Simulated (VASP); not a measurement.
Energy against volume of Cu (fcc). Calculation: PBE GGA with D3 dispersion (Becke-Johnson damping), VASP's PBE PAW potentials (set 64) (plane waves; VASP).

| V (Å³/atom) | E (eV/atom) |
|---|---|
| 10.675 | -4.29460 |
| 11.016 | -4.31217 |
| 11.357 | -4.31721 |
| 11.698 | -4.31178 |
| 12.038 | -4.29758 |

Q: Fit a third-order Birch-Murnaghan equation of state.

A: 
| Quantity | Value |
|---|---|
| volume per atom | 11.34 Å^3/atom |
| bulk modulus | 165 GPa |
| pressure derivative of the bulk modulus | 4.93 |
| lattice constant a | 6.740 bohr |

Measured: bulk modulus 144 GPa at 0 K (computed value off by +14.4 %), as given by Daniel Mejia-Rodriguez et al., Physical Review B (2018), arXiv:1807.09216 [0 K value with the zero-point phonon effect removed]; a 3.595 Å at 0 K (computed value off by -0.8 %), as given by Gábor I. Csonka et al., Physical Review B (2009), arXiv:0903.4037 [low-temperature or extrapolated to 0 K; zero-point anharmonic expansion removed].

The compound is Cu in the fcc structure. It was relaxed first.
